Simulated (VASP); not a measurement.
Level of theory: modified Becke-Johnson potential (mBJ), VASP's PBE PAW potentials (set 64) (plane waves; VASP 6.6.1).

The input files of a VASP run:

### KPOINTS
```
K-points
0
gamma
 10 10 1
```

**KPOINTS_OPT**
```
k-points along high-symmetry lines
7
Line-mode
Reciprocal
  0.000000   0.000000   0.000000 ! GAMMA
  0.500000   0.000000   0.000000 ! M

  0.500000   0.000000   0.000000 ! M
  0.333333   0.333333   0.000000 ! K

  0.333333   0.333333   0.000000 ! K
  0.000000   0.000000   0.000000 ! GAMMA

  0.000000   0.000000   0.000000 ! GAMMA
  0.000000   0.000000   0.500000 ! A

  0.000000   0.000000   0.500000 ! A
  0.500000   0.000000   0.500000 ! L

  0.500000   0.000000   0.500000 ! L
  0.333333   0.333333   0.500000 ! H

  0.333333   0.333333   0.500000 ! H
  0.000000   0.000000   0.500000 ! A

  0.500000   0.000000   0.500000 ! L
  0.500000   0.000000   0.000000 ! M

  0.333333   0.333333   0.500000 ! H
  0.333333   0.333333   0.000000 ! K
```

**INCAR**
```
! general
SYSTEM  = C
PREC    = Accurate
ENCUT   = 500
LREAL   = .FALSE.
LASPH   = .TRUE.

! electronic loop
EDIFF   = 1E-6
NELM    = 300
ALGO    = Normal
IMIX    = 1
AMIX    = 0.1
LMIXTAU = .TRUE.

! smearing
ISMEAR  = 0
SIGMA   = 0.05

! functional
METAGGA = MBJ

! ions
ISIF    = 0

! output
LWAVE   = .FALSE.
LCHARG  = .FALSE.
```

**POSCAR**
```
C
1
    2.4680300000     0.0000000000     0.0000000000
   -1.2340150000     2.1373770000     0.0000000000
    0.0000000000     0.0000000000    19.9982900000
C
2
Direct
  0.6666670000   0.3333330000   0.0000000000
  0.3333330000   0.6666670000   0.0000000000
```

POTCAR, in this order: C (PBE.64 set). Program: vasp_std. Read from the step before: WAVECAR.

The run wrote:

OUTCAR:
```
 ion  position               nearest neighbor table
   1  0.667  0.333  0.000-   2 1.42   2 1.42   2 1.42
   2  0.333  0.667  0.000-   1 1.42   1 1.42   1 1.42
  LATTYP: Found a hexagonal cell.
 ALAT       =     2.4680300000
 C/A-ratio  =     8.1029363500
 Subroutine PRICEL returns:
 Original cell was already a primitive cell.
 Subroutine GETGRP returns: Found 24 space group operations
The static configuration has the point symmetry D_6h.
The dynamic configuration has the point symmetry D_6h.
 Subroutine INISYM returns: Found 24 space group operations
 Subroutine IBZKPT returns following result:
 Found     14 irreducible k-points:

 Following reciprocal coordinates:
            Coordinates               Weight
  0.000000  0.000000  0.000000      1.000000
  0.100000  0.000000  0.000000      6.000000
  0.200000  0.000000  0.000000      6.000000
  0.300000  0.000000  0.000000      6.000000
  0.400000  0.000000  0.000000      6.000000
  0.500000  0.000000  0.000000      3.000000
  0.100000  0.100000  0.000000      6.000000
  0.200000  0.100000  0.000000     12.000000
  0.300000  0.100000  0.000000     12.000000
  0.400000  0.100000  0.000000     12.000000
  0.200000  0.200000  0.000000      6.000000
  0.300000  0.200000  0.000000     12.000000
  0.400000  0.200000  0.000000      6.000000
  0.300000  0.300000  0.000000      6.000000
   k-points           NKPTS =     14   k-points in BZ     NKDIM =     14   number of bands    NBANDS=      8
   number of dos      NEDOS =    301   number of ions     NIONS =      2
   total plane-waves  NPLWV =  48600
   dimension x,y,z NGX =    18 NGY =   18 NGZ =  150
   dimension x,y,z NGXF=    36 NGYF=   36 NGZF=  300
   ions per type =               2
   PREC   = accura    normal or accurate (medium, high low for compatibility)
   ISTART =      1    job   : 0-new  1-cont  2-samecut
   ICHARG =      0    charge: 1-file 2-atom 10-const
...
```

File OSZICAR:
```
...
DAV: 217    -0.183860048171E+01    0.56698E-03   -0.24284E-06   296   0.190E-02    0.270E-02
DAV: 218    -0.183803324926E+01    0.56723E-03   -0.23886E-06   280   0.188E-02    0.270E-02
DAV: 219    -0.183746632863E+01    0.56692E-03   -0.24183E-06   296   0.190E-02    0.270E-02
DAV: 220    -0.183689917528E+01    0.56715E-03   -0.23817E-06   280   0.188E-02    0.270E-02
DAV: 221    -0.183633231414E+01    0.56686E-03   -0.24106E-06   296   0.189E-02    0.270E-02
DAV: 222    -0.183576520386E+01    0.56711E-03   -0.23708E-06   280   0.188E-02    0.269E-02
DAV: 223    -0.183519840785E+01    0.56680E-03   -0.24005E-06   296   0.189E-02    0.269E-02
DAV: 224    -0.183463137942E+01    0.56703E-03   -0.23633E-06   280   0.187E-02    0.269E-02
DAV: 225    -0.183406465313E+01    0.56673E-03   -0.23928E-06   296   0.189E-02    0.269E-02
DAV: 226    -0.183349767967E+01    0.56697E-03   -0.23534E-06   280   0.187E-02    0.268E-02
DAV: 227    -0.183293102089E+01    0.56666E-03   -0.23830E-06   296   0.188E-02    0.268E-02
DAV: 228    -0.183236412766E+01    0.56689E-03   -0.23451E-06   280   0.187E-02    0.268E-02
DAV: 229    -0.183179754609E+01    0.56658E-03   -0.23737E-06   288   0.188E-02    0.268E-02
DAV: 230    -0.183123074539E+01    0.56680E-03   -0.23396E-06   288   0.187E-02    0.268E-02
DAV: 231    -0.183066416766E+01    0.56658E-03   -0.23429E-06   288   0.187E-02    0.267E-02
DAV: 232    -0.183009770032E+01    0.56647E-03   -0.23550E-06   280   0.187E-02    0.267E-02
DAV: 233    -0.182953114652E+01    0.56655E-03   -0.23466E-06   296   0.187E-02    0.267E-02
DAV: 234    -0.182896451078E+01    0.56664E-03   -0.23175E-06   280   0.186E-02    0.267E-02
DAV: 235    -0.182839820413E+01    0.56631E-03   -0.23507E-06   288   0.187E-02    0.267E-02
DAV: 236    -0.182783164701E+01    0.56656E-03   -0.23170E-06   280   0.186E-02    0.266E-02
DAV: 237    -0.182726527830E+01    0.56637E-03   -0.23206E-06   296   0.186E-02    0.266E-02
DAV: 238    -0.182669892818E+01    0.56635E-03   -0.23040E-06   280   0.185E-02    0.266E-02
DAV: 239    -0.182613286448E+01    0.56606E-03   -0.23433E-06   288   0.187E-02    0.266E-02
DAV: 240    -0.182556642912E+01    0.56644E-03   -0.23036E-06   280   0.185E-02    0.266E-02
DAV: 241    -0.182500014016E+01    0.56629E-03   -0.22987E-06   288   0.185E-02    0.266E-02
DAV: 242    -0.182443393549E+01    0.56620E-03   -0.22841E-06   280   0.184E-02    0.265E-02
DAV: 243    -0.182386800738E+01    0.56593E-03   -0.23046E-06   288   0.185E-02    0.265E-02
DAV: 244    -0.182330198392E+01    0.56602E-03   -0.22939E-06   280   0.185E-02    0.265E-02
DAV: 245    -0.182273600869E+01    0.56598E-03   -0.22983E-06   288   0.185E-02    0.265E-02
DAV: 246    -0.182216991405E+01    0.56609E-03   -0.22756E-06   280   0.184E-02    0.264E-02
DAV: 247    -0.182160399989E+01    0.56591E-03   -0.22833E-06   288   0.184E-02    0.264E-02
DAV: 248    -0.182103805442E+01    0.56595E-03   -0.22697E-06   280   0.184E-02    0.264E-02
DAV: 249    -0.182047225821E+01    0.56580E-03   -0.22794E-06   288   0.184E-02    0.264E-02
DAV: 250    -0.181990637445E+01    0.56588E-03   -0.22625E-06   280   0.184E-02    0.264E-02
DAV: 251    -0.181934063068E+01    0.56574E-03   -0.22698E-06   288   0.184E-02    0.264E-02
DAV: 252    -0.181877482031E+01    0.56581E-03   -0.22531E-06   280   0.183E-02    0.263E-02
DAV: 253    -0.181820916483E+01    0.56566E-03   -0.22610E-06   288   0.184E-02    0.263E-02
DAV: 254    -0.181764345286E+01    0.56571E-03   -0.22454E-06   280   0.183E-02    0.263E-02
DAV: 255    -0.181707789084E+01    0.56556E-03   -0.22532E-06   288   0.183E-02    0.263E-02
DAV: 256    -0.181651226606E+01    0.56562E-03   -0.22368E-06   280   0.183E-02    0.263E-02
DAV: 257    -0.181594680072E+01    0.56547E-03   -0.22451E-06   288   0.183E-02    0.262E-02
DAV: 258    -0.181538127449E+01    0.56553E-03   -0.22293E-06   280   0.182E-02    0.262E-02
DAV: 259    -0.181481589863E+01    0.56538E-03   -0.22374E-06   288   0.183E-02    0.262E-02
DAV: 260    -0.181425045826E+01    0.56544E-03   -0.22208E-06   280   0.182E-02    0.262E-02
DAV: 261    -0.181368517892E+01    0.56528E-03   -0.22293E-06   288   0.182E-02    0.262E-02
DAV: 262    -0.181311983627E+01    0.56534E-03   -0.22126E-06   280   0.182E-02    0.261E-02
DAV: 263    -0.181255465584E+01    0.56518E-03   -0.22213E-06   288   0.182E-02    0.261E-02
DAV: 264    -0.181198941423E+01    0.56524E-03   -0.22051E-06   280   0.181E-02    0.261E-02
DAV: 265    -0.181142433444E+01    0.56508E-03   -0.22141E-06   288   0.182E-02    0.261E-02
DAV: 266    -0.181085918283E+01    0.56515E-03   -0.21966E-06   280   0.181E-02    0.261E-02
DAV: 267    -0.181029420016E+01    0.56498E-03   -0.22058E-06   288   0.181E-02    0.261E-02
DAV: 268    -0.180972915425E+01    0.56505E-03   -0.21892E-06   280   0.181E-02    0.260E-02
DAV: 269    -0.180916427433E+01    0.56488E-03   -0.21982E-06   288   0.181E-02    0.260E-02
DAV: 270    -0.180859932530E+01    0.56495E-03   -0.21787E-06   272   0.180E-02    0.260E-02
DAV: 271    -0.180803463200E+01    0.56469E-03   -0.21991E-06   288   0.181E-02    0.260E-02
DAV: 272    -0.180746971918E+01    0.56491E-03   -0.21439E-06   272   0.179E-02    0.259E-02
DAV: 273    -0.180690546183E+01    0.56426E-03   -0.22101E-06   288   0.182E-02    0.260E-02
DAV: 274    -0.180634071991E+01    0.56474E-03   -0.21578E-06   288   0.179E-02    0.259E-02
DAV: 275    -0.180577630211E+01    0.56442E-03   -0.21988E-06   288   0.181E-02    0.259E-02
DAV: 276    -0.180521155199E+01    0.56475E-03   -0.21887E-06   272   0.181E-02    0.259E-02
DAV: 277    -0.180464663806E+01    0.56491E-03   -0.21680E-06   288   0.180E-02    0.259E-02
DAV: 278    -0.180408163734E+01    0.56500E-03   -0.20974E-06   272   0.177E-02    0.258E-02
DAV: 279    -0.180351763235E+01    0.56400E-03   -0.21776E-06   296   0.180E-02    0.258E-02
DAV: 280    -0.180295327473E+01    0.56436E-03   -0.21381E-06   272   0.178E-02    0.258E-02
DAV: 281    -0.180238931291E+01    0.56396E-03   -0.22154E-06   288   0.182E-02    0.258E-02
DAV: 282    -0.180182440525E+01    0.56491E-03   -0.21176E-06   280   0.178E-02    0.258E-02
DAV: 283    -0.180125999239E+01    0.56441E-03   -0.21446E-06   296   0.179E-02    0.258E-02
DAV: 284    -0.180069552601E+01    0.56447E-03   -0.21241E-06   272   0.178E-02    0.257E-02
DAV: 285    -0.180013142063E+01    0.56411E-03   -0.21704E-06   288   0.180E-02    0.258E-02
DAV: 286    -0.179956678573E+01    0.56463E-03   -0.20931E-06   280   0.177E-02    0.257E-02
DAV: 287    -0.179900282741E+01    0.56396E-03   -0.21416E-06   288   0.179E-02    0.257E-02
DAV: 288    -0.179843865885E+01    0.56417E-03   -0.21116E-06   272   0.177E-02    0.257E-02
DAV: 289    -0.179787480439E+01    0.56385E-03   -0.21530E-06   296   0.179E-02    0.257E-02
DAV: 290    -0.179731044983E+01    0.56435E-03   -0.20802E-06   272   0.176E-02    0.256E-02
DAV: 291    -0.179674679746E+01    0.56365E-03   -0.21560E-06   288   0.180E-02    0.256E-02
DAV: 292    -0.179618249677E+01    0.56430E-03   -0.20804E-06   288   0.176E-02    0.256E-02
DAV: 293    -0.179561870398E+01    0.56379E-03   -0.21152E-06   288   0.177E-02    0.256E-02
DAV: 294    -0.179505480889E+01    0.56390E-03   -0.21185E-06   280   0.178E-02    0.256E-02
DAV: 295    -0.179449079779E+01    0.56401E-03   -0.21084E-06   288   0.177E-02    0.256E-02
DAV: 296    -0.179392666854E+01    0.56413E-03   -0.20608E-06   280   0.175E-02    0.255E-02
DAV: 297    -0.179336315180E+01    0.56352E-03   -0.21039E-06   288   0.177E-02    0.255E-02
DAV: 298    -0.179279944991E+01    0.56370E-03   -0.20758E-06   280   0.176E-02    0.255E-02
DAV: 299    -0.179223605481E+01    0.56340E-03   -0.21144E-06   288   0.178E-02    0.255E-02
DAV: 300    -0.179167224293E+01    0.56381E-03   -0.20665E-06   280   0.175E-02
   1 F= -.17916722E+01 E0= -.17916722E+01  d E =-.384689E-13
       N       E                     dE             ncg
       N       E                     dE             ncg
       N       E                     dE             ncg
       N       E                     dE             ncg
       N       E                     dE             ncg
```

### OUTCAR
```
------------------------ aborting loop EDIFF was not reached (unconverged)  ----------------------------
  volume of cell :      105.49
      direct lattice vectors                 reciprocal lattice vectors
     2.468030000  0.000000000  0.000000000     0.405181461  0.233931590  0.000000000
    -1.234015000  2.137377000  0.000000000     0.000000000  0.467863180  0.000000000
     0.000000000  0.000000000 19.998290000     0.000000000  0.000000000  0.050004275
 POSITION                                       TOTAL-FORCE (eV/Angst)
 -----------------------------------------------------------------------------------
      1.23402      0.71246      0.00000         0.000000      0.000000      0.000000
     -0.00000      1.42492      0.00000         0.000000     -0.000000     -0.000000
 -----------------------------------------------------------------------------------
    total drift:                                0.000000      0.000000      0.000000
  FREE ENERGIE OF THE ION-ELECTRON SYSTEM (eV)
  ---------------------------------------------------
  free  energy   TOTEN  =        -1.7916722429 eV

  energy  without entropy=       -1.7916722429  energy(sigma->0) =       -1.79167224

     CMBJ =    1.0000

     CMBJA=   -0.0120

     CMBJB=    1.0230

     CMBJE=    0.5000

    CMBJ =    1.1393
```
(Selected blocks of OUTCAR.)

stdout:
```
...
DAV: 292    -0.179618249677E+01    0.56430E-03   -0.20804E-06   288   0.176E-02    0.256E-02
DAV: 293    -0.179561870398E+01    0.56379E-03   -0.21152E-06   288   0.177E-02    0.256E-02
DAV: 294    -0.179505480889E+01    0.56390E-03   -0.21185E-06   280   0.178E-02    0.256E-02
DAV: 295    -0.179449079779E+01    0.56401E-03   -0.21084E-06   288   0.177E-02    0.256E-02
DAV: 296    -0.179392666854E+01    0.56413E-03   -0.20608E-06   280   0.175E-02    0.255E-02
DAV: 297    -0.179336315180E+01    0.56352E-03   -0.21039E-06   288   0.177E-02    0.255E-02
DAV: 298    -0.179279944991E+01    0.56370E-03   -0.20758E-06   280   0.176E-02    0.255E-02
DAV: 299    -0.179223605481E+01    0.56340E-03   -0.21144E-06   288   0.178E-02    0.255E-02
DAV: 300    -0.179167224293E+01    0.56381E-03   -0.20665E-06   280   0.175E-02

 -----------------------------------------------------------------------------
|                                                                             |
|           W    W    AA    RRRRR   N    N  II  N    N   GGGG   !!!           |
|           W    W   A  A   R    R  NN   N  II  NN   N  G    G  !!!           |
|           W    W  A    A  R    R  N N  N  II  N N  N  G       !!!           |
|           W WW W  AAAAAA  RRRRR   N  N N  II  N  N N  G  GGG   !            |
|           WW  WW  A    A  R   R   N   NN  II  N   NN  G    G                |
|           W    W  A    A  R    R  N    N  II  N    N   GGGG   !!!           |
|                                                                             |
|     The electronic self-consistency was not achieved in the given           |
|     number of steps (NELM). The forces and other quantities evaluated       |
|     might not be reliable so examine the results carefully. If you find     |
|     spurious results, we suggest increasing NELM, if you were close to      |
|     convergence or switching to a different ALGO or adjusting the           |
|     density mixing parameters otherwise.                                    |
|                                                                             |
 -----------------------------------------------------------------------------

   1 F= -.17916722E+01 E0= -.17916722E+01  d E =-.384689E-13
 Start KPOINTS_OPT (optional k-point list driver)
k-point batch [1-14\63]
       N       E                     dE             ncg
k-point batch [15-28\63]
       N       E                     dE             ncg
k-point batch [29-42\63]
       N       E                     dE             ncg
k-point batch [43-56\63]
       N       E                     dE             ncg
k-point batch [57-63\63]
       N       E                     dE             ncg
```

Convergence was not reached.

mBJ is a potential without an energy functional, so only the levels count. The cell holds a wide vacuum, so values per volume refer to the whole cell.

The cell is a sheet with vacuum, built from a database entry that may be metastable or hypothetical. The cell's shape comes from a PBE relaxation.
